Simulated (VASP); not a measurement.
A convergence study with VASP on CdO (rock salt): one setting is varied, all else stays as given below, so the limit is that of these other settings.

```yaml
crystal:
  lattice:
    - [0.00000, 2.35000, 2.35000]
    - [2.35000, 0.00000, 2.35000]
    - [2.35000, 2.35000, 0.00000]
  atoms:
    - { symbol: Cd, position: [0.00000, 0.00000, 0.00000] }
    - { symbol: O, position: [0.50000, 0.50000, 0.50000] }
```

All values below come from PBE GGA, VASP's PBE PAW potentials (set 64) (plane waves; VASP 6.6.1). The tightest run used: 700 eV cut-off, 15×15×15 Monkhorst-Pack mesh, Gaussian smearing of 0.050 eV, potentials Cd O.

| setting | E (eV/atom) | pressure (GPa) | irreducible k-points |
|---|---|---|---|
| 1×1×1 mesh | -1.5059 | 14.83 | 1 |
| 2×2×2 mesh | -3.8291 | 7.22 | 2 |
| 3×3×3 mesh | -3.7830 | 8.73 | 4 |

**Question.** These are the cheaper rows. Estimate the results at 15×15×15 mesh, and how far the last row shown lies from them.

**Answer.** 
```json
[
 {"quantity": "E (eV/atom)", "tightest run": "-3.8505", "last row shown is off by": "0.0675"},
 {"quantity": "pressure (GPa)", "tightest run": "7.28", "last row shown is off by": "1.44"}
]
```

Left out are rungs that failed or repeat a setting and relaxations that didn't move; long series are thinned to 24 rows.

The compound is CdO in the rock salt structure. The cell was not relaxed at this level.
